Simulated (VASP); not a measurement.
Level of theory: vdW-DF-cx, VASP's PBE PAW potentials (set 64) (plane waves; VASP 6.6.1).

A VASP calculation is set up with these files.

**INCAR**
```
AGGAC = 0.0
ALGO = Normal
EDIFF = 1E-7
ENCUT = 520
GGA = CX
ICHARG = 11
ISMEAR = 0
LASPH = T
LCHARG = F
LORBIT = 11
LREAL = F
LUSE_VDW = T
LWAVE = F
NELM = 100
PREC = Accurate
SIGMA = 0.05
SYSTEM = NaCl
```

**POSCAR**
```
NaCl
1
   -0.0000000000     2.8228475468     2.8228475468
    2.8228475468     0.0000000000     2.8228475468
    2.8228475468     2.8228475468     0.0000000000
Na Cl
1 1
Direct
  0.0000000000   0.0000000000   0.0000000000
  0.5000000000   0.5000000000   0.5000000000
```

**KPOINTS**
```
k-points along high-symmetry lines
15
Line-mode
Reciprocal
  0.000000   0.000000   0.000000 ! GAMMA
  0.500000   0.000000   0.500000 ! X

  0.500000   0.000000   0.500000 ! X
  0.625000   0.250000   0.625000 ! U

  0.375000   0.375000   0.750000 ! K
  0.000000   0.000000   0.000000 ! GAMMA

  0.000000   0.000000   0.000000 ! GAMMA
  0.500000   0.500000   0.500000 ! L

  0.500000   0.500000   0.500000 ! L
  0.500000   0.250000   0.750000 ! W

  0.500000   0.250000   0.750000 ! W
  0.500000   0.000000   0.500000 ! X
```

POTCAR, in this order: Na_pv Cl (PBE.64 set). Program: vasp_std. Read from the step before: CHGCAR.

What VASP printed:

OSZICAR:
```
       N       E                     dE             d eps       ncg     rms          rms(c)
DAV:   1     0.968205519524E+02    0.96821E+02   -0.74527E+03  1983   0.128E+03
DAV:   2     0.566792462418E+01   -0.91153E+02   -0.84507E+02  2240   0.278E+02
DAV:   3    -0.241460000378E+01   -0.80825E+01   -0.80277E+01  2391   0.817E+01
DAV:   4    -0.259484857212E+01   -0.18025E+00   -0.18004E+00  2230   0.132E+01
DAV:   5    -0.259883761925E+01   -0.39890E-02   -0.39885E-02  2504   0.197E+00
DAV:   6    -0.259895882612E+01   -0.12121E-03   -0.12120E-03  2377   0.341E-01
DAV:   7    -0.259896378114E+01   -0.49550E-05   -0.49550E-05  2685   0.597E-02
DAV:   8    -0.259896396904E+01   -0.18791E-06   -0.18791E-06  2338   0.102E-02
DAV:   9    -0.259896397644E+01   -0.74015E-08   -0.73939E-08  1802   0.158E-03
   1 F= -.25989640E+01 E0= -.25989640E+01  d E =-.306510E-20
```

**OUTCAR**
```
 val. band max:       -0.7535833119   @ k =   0.0000   0.0000   0.0000

 cond. band min:       4.4486402656   @ k =   0.0000   0.0000   0.0000



 k-point     1 :       0.0000    0.0000    0.0000
  band No.  band energies     occupation
      1     -21.5155      2.00000
      2     -21.5155      2.00000
      3     -21.5155      2.00000
      4     -13.3590      2.00000
      5      -0.7536      2.00000
      6      -0.7536      2.00000
      7      -0.7536      2.00000
      8       4.4486      0.00000
      9      10.3458      0.00000
     10      10.3458      0.00000
     11      10.3458      0.00000

 k-point     2 :       0.0357    0.0000    0.0357
  band No.  band energies     occupation
      1     -21.5158      2.00000
      2     -21.5156      2.00000
      3     -21.5156      2.00000
      4     -13.3537      2.00000
      5      -0.7903      2.00000
      6      -0.7621      2.00000
      7      -0.7621      2.00000
      8       4.5077      0.00000
      9      10.2564      0.00000
     10      10.3767      0.00000
     11      10.3767      0.00000

 k-point     3 :       0.0714    0.0000    0.0714
  band No.  band energies     occupation
      1     -21.5169      2.00000
      2     -21.5159      2.00000
      3     -21.5159      2.00000
      4     -13.3382      2.00000
      5      -0.8940      2.00000
      6      -0.7869      2.00000
      7      -0.7869      2.00000
      8       4.6779      0.00000
      9      10.0207      0.00000
     10      10.4684      0.00000
     11      10.4684      0.00000

 k-point     4 :       0.1071    0.0000    0.1071
  band No.  band energies     occupation
      1     -21.5185      2.00000
      2     -21.5164      2.00000
      3     -21.5163      2.00000
      4     -13.3133      2.00000
      5      -1.0483      2.00000
      6      -0.8263      2.00000
      7      -0.8263      2.00000
      8       4.9410      0.00000
      9       9.7023      0.00000
     10      10.6182      0.00000
...
```

The density is held fixed in this step, so its total energy and stress have no physical meaning.

The compound is NaCl in the rock salt structure. It was relaxed first.
